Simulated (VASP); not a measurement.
Output of a VASP run:

### OUTCAR
```
 ion  position               nearest neighbor table
   1  0.333  0.667  0.250-   2 3.42   2 3.42   2 3.42   2 3.42   2 3.42   2 3.42
   2  0.667  0.333  0.750-   1 3.42   1 3.42   1 3.42   1 3.42   1 3.42   1 3.42
  LATTYP: Found a hexagonal cell.
 ALAT       =     3.5680794546
 C/A-ratio  =     1.5283157207
 Subroutine PRICEL returns:
 Original cell was already a primitive cell.
 Subroutine GETGRP returns: Found 24 space group operations
The static configuration has the point symmetry D_3d.
 The point group associated with its full space group is D_6h.
The dynamic configuration has the point symmetry D_3d.
 Subroutine INISYM returns: Found 24 space group operations
 Subroutine IBZKPT returns following result:
 Found     64 irreducible k-points:

 Following reciprocal coordinates:
            Coordinates               Weight
  0.000000  0.000000  0.000000      1.000000
  0.090909  0.000000  0.000000      6.000000
  0.181818 -0.000000  0.000000      6.000000
  0.272727  0.000000  0.000000      6.000000
  0.363636  0.000000  0.000000      6.000000
  0.454545  0.000000  0.000000      6.000000
  0.090909  0.090909  0.000000      6.000000
  0.181818  0.090909  0.000000     12.000000
  0.272727  0.090909  0.000000     12.000000
  0.363636  0.090909  0.000000     12.000000
  0.454545  0.090909  0.000000      6.000000
  0.181818  0.181818  0.000000      6.000000
  0.272727  0.181818  0.000000     12.000000
  0.363636  0.181818  0.000000     12.000000
  0.272727  0.272727  0.000000      6.000000
  0.363636  0.272727  0.000000      6.000000
  0.000000  0.000000  0.166667      2.000000
  0.090909  0.000000  0.166667     12.000000
  0.181818 -0.000000  0.166667     12.000000
  0.272727  0.000000  0.166667     12.000000
  0.363636  0.000000  0.166667     12.000000
  0.454545  0.000000  0.166667     12.000000
  0.090909  0.090909  0.166667     12.000000
  0.181818  0.090909  0.166667     24.000000
  0.272727  0.090909  0.166667     24.000000
  0.363636  0.090909  0.166667     24.000000
  0.454545  0.090909  0.166667     12.000000
  0.181818  0.181818  0.166667     12.000000
  0.272727  0.181818  0.166667     24.000000
  0.363636  0.181818  0.166667     24.000000
  0.272727  0.272727  0.166667     12.000000
  0.363636  0.272727  0.166667     12.000000
  0.000000  0.000000  0.333333      2.000000
  0.090909  0.000000  0.333333     12.000000
  0.181818 -0.000000  0.333333     12.000000
  0.272727  0.000000  0.333333     12.000000
  0.363636  0.000000  0.333333     12.000000
  0.454545  0.000000  0.333333     12.000000
  0.090909  0.090909  0.333333     12.000000
  0.181818  0.090909  0.333333     24.000000
   k-points           NKPTS =     64   k-points in BZ     NKDIM =     64   number of bands    NBANDS=     13
   number of dos      NEDOS =    301   number of ions     NIONS =      2
   total plane-waves  NPLWV =  32928
   dimension x,y,z NGX =    28 NGY =   28 NGZ =   42
   dimension x,y,z NGXF=    56 NGYF=   56 NGZF=   84
   ions per type =               2
   PREC   = accura    normal or accurate (medium, high low for compatibility)
   ISTART =      0    job   : 0-new  1-cont  2-samecut
   ICHARG =      2    charge: 1-file 2-atom 10-const
   ISPIN  =      1    spin polarized calculation?
   LNONCOLLINEAR =      F non collinear calculations
   LSORBIT =      F    spin-orbit coupling
   INIWAV =      1    electr: 0-lowe 1-rand  2-diag
   ENCUT  =  520.0 eV  38.22 Ry    6.18 a.u.   6.63  6.63 10.14*2*pi/ulx,y,z
   NELM   =    100;   NELMIN=  2; NELMDL= -5     # of ELM steps
   EDIFF  = 0.1E-05   stopping-criterion for ELM
   LREAL  =      F    real-space projection
   NLSPLINE    = F    spline interpolate recip. space projectors
   LMAXMIX     =    6 max onsite mixed and CHGCAR
   VOSKOWN=      0    Vosko Wilk Nusair interpolation
   EDIFFG = -.1E-01   stopping-criterion for IOM
   NSW    =     60    number of steps for IOM
...
```

### OSZICAR
```
       N       E                     dE             d eps       ncg     rms          rms(c)
DAV:   1     0.109124479965E+02    0.10912E+02   -0.83884E+03  1744   0.134E+03
DAV:   2    -0.944416798576E+02   -0.10535E+03   -0.10376E+03  2251   0.590E+02
DAV:   3    -0.100368772540E+03   -0.59271E+01   -0.56651E+01  2737   0.108E+02
DAV:   4    -0.100592712140E+03   -0.22394E+00   -0.21495E+00  2844   0.133E+01
DAV:   5    -0.100597456153E+03   -0.47440E-02   -0.47181E-02  2757   0.221E+00    0.295E+01
DAV:   6    -0.983049685615E+02    0.22925E+01   -0.10090E+00  2554   0.163E+01    0.153E+01
DAV:   7    -0.969683614961E+02    0.13366E+01   -0.45822E-01  3014   0.790E+00    0.429E-01
DAV:   8    -0.979984389231E+02   -0.10301E+01   -0.49518E-01  2648   0.696E+00    0.249E+00
DAV:   9    -0.980089882757E+02   -0.10549E-01   -0.12725E-01  2083   0.510E+00    0.110E+00
DAV:  10    -0.980188203360E+02   -0.98321E-02   -0.62775E-03  2578   0.119E+00    0.800E-01
DAV:  11    -0.980188308740E+02   -0.10538E-04   -0.91211E-03  1899   0.154E+00    0.693E-01
DAV:  12    -0.980278949830E+02   -0.90641E-02   -0.86683E-02  1764   0.421E+00    0.292E-01
DAV:  13    -0.980271335583E+02    0.76142E-03   -0.19024E-03  2498   0.604E-01    0.274E-01
DAV:  14    -0.980278769203E+02   -0.74336E-03   -0.36742E-04  2039   0.268E-01    0.290E-01
DAV:  15    -0.980281735344E+02   -0.29661E-03   -0.16842E-02  2107   0.164E+00    0.268E-01
DAV:  16    -0.980264178515E+02    0.17557E-02   -0.84089E-03  1744   0.116E+00    0.794E-02
DAV:  17    -0.980263678914E+02    0.49960E-04   -0.30827E-04  1838   0.211E-01    0.949E-02
DAV:  18    -0.980265761356E+02   -0.20824E-03   -0.50651E-04  1789   0.305E-01    0.616E-02
DAV:  19    -0.980266924258E+02   -0.11629E-03   -0.10019E-04  2385   0.137E-01    0.495E-02
DAV:  20    -0.980266094543E+02    0.82972E-04   -0.34128E-04  1794   0.225E-01    0.105E-02
DAV:  21    -0.980266044399E+02    0.50144E-05   -0.49183E-05  2004   0.106E-01    0.105E-02
DAV:  22    -0.980266253998E+02   -0.20960E-04   -0.15698E-05  1873   0.481E-02    0.499E-03
DAV:  23    -0.980266182959E+02    0.71039E-05   -0.48040E-05  1784   0.994E-02    0.447E-03
DAV:  24    -0.980266309249E+02   -0.12629E-04   -0.60502E-06  2120   0.318E-02    0.192E-03
DAV:  25    -0.980266286616E+02    0.22633E-05   -0.19190E-07  1047   0.605E-03    0.116E-03
DAV:  26    -0.980266316798E+02   -0.30182E-05   -0.89169E-08   982   0.806E-03    0.244E-03
DAV:  27    -0.980266298591E+02    0.18207E-05   -0.88594E-08   982   0.769E-03    0.156E-03
DAV:  28    -0.980266286754E+02    0.11837E-05   -0.15015E-07   982   0.906E-03    0.127E-03
DAV:  29    -0.980266285985E+02    0.76870E-07   -0.94875E-08   982   0.950E-03
   1 F= -.98026629E+02 E0= -.98028225E+02  d E =-.980266E+02
```

### OUTCAR
```
------------------------ aborting loop because EDIFF is reached ----------------------------------------
  FORCE on cell =-STRESS in cart. coord.  units (eV):
  Direction    XX          YY          ZZ          XY          YZ          ZX
  --------------------------------------------------------------------------------------
  Total        0.0099913      0.0099913      0.0154694      0.0000000      0.0000000      0.0000000
  in kB        0.2662472      0.2662472      0.4122271      0.0000000      0.0000000      0.0000000
  external PRESSURE =       0.3149072 kB  Pullay stress =       0.0000000 kB
  volume of cell :       60.12
      direct lattice vectors                 reciprocal lattice vectors
     1.784039704 -3.090047464  0.000000000     0.280262821 -0.161809812  0.000000000
     1.784039704  3.090047464  0.000000000     0.280262821  0.161809812  0.000000000
     0.000000000  0.000000000  5.453151923     0.000000000  0.000000000  0.183380183
 POSITION                                       TOTAL-FORCE (eV/Angst)
 -----------------------------------------------------------------------------------
      1.78404      1.03002      1.36329         0.000000      0.000000      0.000000
      1.78404     -1.03002      4.08986        -0.000000     -0.000000      0.000000
 -----------------------------------------------------------------------------------
    total drift:                               -0.000003      0.000088     -0.000011
  FREE ENERGIE OF THE ION-ELECTRON SYSTEM (eV)
  ---------------------------------------------------
  free  energy   TOTEN  =       -98.0266285985 eV

  energy  without entropy=      -98.0314187906  energy(sigma->0) =      -98.02822533

 reached required accuracy - stopping structural energy minimisation
```
(Selected blocks of OUTCAR.)

File POSCAR:
```
Ho
1
    1.7840397040    -3.0900474639    -0.0000000000
    1.7840397040     3.0900474639     0.0000000000
    0.0000000000    -0.0000000000     5.4531519231
Ho
2
Direct
  0.3333330000   0.6666670000   0.2500000000
  0.6666670000   0.3333330000   0.7500000000
```

**Question.** Write an INCAR and KPOINTS that could have produced this output.

**Answer.** Several could match; the one computed here: the input of the run itself, SCAN meta-GGA, plane waves, VASP's PBE PAW potentials (set 64).

INCAR:
```
# general
SYSTEM  = Ho
PREC    = Accurate
ENCUT   = 520   # plane-wave cut-off (eV)
LREAL   = F   # projection in real space or not
LASPH   = T

# electronic loop
EDIFF   = 1E-6   # SCF stop (eV)
NELM    = 100   # most electronic steps
ALGO    = Normal   # blocked Davidson
LMAXMIX = 6   # l cut-off of mixed one-centre charges
LMIXTAU = T

# smearing
ISMEAR  = 1   # Methfessel-Paxton
SIGMA   = 0.1

# functional
METAGGA = SCAN

# ions
IBRION  = 2   # conjugate gradients
NSW     = 60   # most ionic steps
ISIF    = 3   # ions, shape and volume
EDIFFG  = -0.01   # ionic stop

# output
LWAVE   = F
LCHARG  = F
```

**KPOINTS**
```
Automatic
0
gamma
11 11 6
```

POTCAR, in this order: Ho_3 (PBE.64 set). Program: vasp_std.

The 4f electrons are frozen in the core of the lanthanide potential, so 4f levels, which can set the real gap, and their magnetism are missing.

The compound is Ho in the hcp structure. It was relaxed first. The start is the result of an earlier pass.
